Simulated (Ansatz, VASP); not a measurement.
# MgBe2SeS2 in VASP and in Ansatz

```
CELL_PARAMETERS angstrom
3.99660 0.00000 0.00000
-1.99830 3.46116 0.00000
0.00000 0.00000 8.70076
ATOMIC_POSITIONS crystal
Mg 0.00000 0.00000 0.00000
Be 0.33333 0.66667 0.50000
Be 0.66667 0.33333 0.50000
Se 0.00000 0.00000 0.50000
S 0.00000 0.00000 0.71790
S 0.00000 0.00000 0.28210
```

Alike in both runs: task single point; functional PBE; k mesh 6 × 6 × 2; occupations gaussian, width 0.1 eV; no spin polarisation.

|  | VASP | Ansatz |
| --- | --- | --- |
| version | VASP 6.6.1 | Ansatz 0.2.0 |
| potentials or method | VASP PAW PBE potentials, release 64 (Mg, Be, Se, S) | scalar-relativistic, plane waves, PAW |
| plane-wave cutoff (eV) | 520 | 420 |
| valence electrons in the cell | 24 | 42 |

VASP gave:

- gap on the k mesh at the Fermi level (eV): none
- pressure (GPa): 21.8
- largest component of the traceless stress (GPa): 39.04
- rms of the force components (eV/Å): 4.023

Task: What did Ansatz give for the same quantities?

Result: gap on the k mesh at the Fermi level (eV): none; pressure (GPa): 21.8; largest component of the traceless stress (GPa): 39.25; rms of the force components (eV/Å): 4.038.

Atom by atom the forces differ by 0.016 eV/Å (rms over components). A gap of «none» marks a metal or a gap that the smearing closes. The two sets of potentials don't hold the same shells in valence.

Caveats: the k mesh is coarse (spacing up to 0.36 Å⁻¹), so the values aren't converged; so large a pressure means that the cell lies far from this level's equilibrium, or that cutoff or potentials fall short (VASP); forces of over 1 eV/Å show positions far from the minimum, so gaps and moduli don't describe the material at rest.
